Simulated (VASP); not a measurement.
VASP runs on Hf share one base input (LDA (Ceperley-Alder, Perdew-Zunger), plane waves, VASP's LDA PAW potentials (set 64)) and change the settings named in each case.

**KPOINTS**
```
Automatic mesh
0
Gamma
5 3 1
0 0 0
```

### INCAR
```
ALGO = Normal
EDIFF = 1E-6
ENCUT = 300
ISIF = 2
ISMEAR = 0
LASPH = .TRUE.
LCHARG = .FALSE.
LMAXMIX = 6
LREAL = Auto
LWAVE = .FALSE.
NELM = 100
PREC = Accurate
SIGMA = 0.1
SYSTEM = Hf
```

### POSCAR
```
Hf
1
    5.3771810000     0.0000000000     0.0000000000
    0.0000000000     9.9888050000     0.0000000000
    0.0000000000     0.0000000000    20.3644000000
Hf
20
Direct
  0.9166670000   0.0000000000   0.3437370000
  0.9166670000   0.5000000000   0.3437370000
  0.2500000000   0.7500000000   0.3437370000
  0.5833330000   0.2500000000   0.3437370000
  0.4166670000   0.0000000000   0.4218690000
  0.4166670000   0.5000000000   0.4218690000
  0.7500000000   0.7500000000   0.4218690000
  0.0833330000   0.2500000000   0.4218690000
  0.9166670000   0.0000000000   0.5000000000
  0.9166670000   0.5000000000   0.5000000000
  0.2500000000   0.7500000000   0.5000000000
  0.5833330000   0.2500000000   0.5000000000
  0.4166670000   0.0000000000   0.5781310000
  0.4166670000   0.5000000000   0.5781310000
  0.7500000000   0.7500000000   0.5781310000
  0.0833330000   0.2500000000   0.5781310000
  0.9166670000   0.0000000000   0.6562630000
  0.9166670000   0.5000000000   0.6562630000
  0.2500000000   0.7500000000   0.6562630000
  0.5833330000   0.2500000000   0.6562630000
```

POTCAR, in this order: Hf_pv (LDA.64 set). Program: vasp_std.

| change | E(σ→0) (eV/atom) | largest force (eV/Å) | −TS (eV) |
|---|---|---|---|
| base run | -9.9051 | 1.324 | -0.1106 |
| ENCUT = 120 | -9.8013 | 1.579 | -0.1143 |
| ENCUT = 150 | -9.7310 | 1.241 | -0.1052 |
| ENCUT = 180 | -9.8604 | 1.248 | -0.1132 |
| ENCUT = 210 | -9.8954 | 1.310 | -0.1108 |
| ENCUT = 240 | -9.9019 | (withheld) | -0.1106 |
| ENCUT = 270 | -9.9041 | 1.323 | -0.1106 |
| ENCUT = 345 | -9.9055 | 1.327 | -0.1106 |
| ENCUT = 390 | -9.9057 | 1.328 | -0.1106 |
| ENCUT = 450 | -9.9061 | 1.327 | -0.1105 |
| ENCUT = 525 | -9.9061 | 1.327 | -0.1105 |
| ENCUT = 600 | -9.9062 | 1.326 | -0.1105 |

Some entries are withheld; supply them.

- ENCUT = 240, largest force (eV/Å): 1.319

Energies of different potentials or functionals have different zeros.  The cell holds a wide vacuum, so values per volume refer to the whole cell. Unless said otherwise, spin-orbit coupling is left out, though it shifts the bands of the heavy elements here.

Left out are runs that ran out of time, are held back, or changed the cell or the kind of run, fixed moments of cells without a moment, rows past the twelfth, gaps on odd meshes, pressures of charged cells and columns that move by less than the noise.

The cell is a sheet or thin cut with vacuum, built from a generated structure.
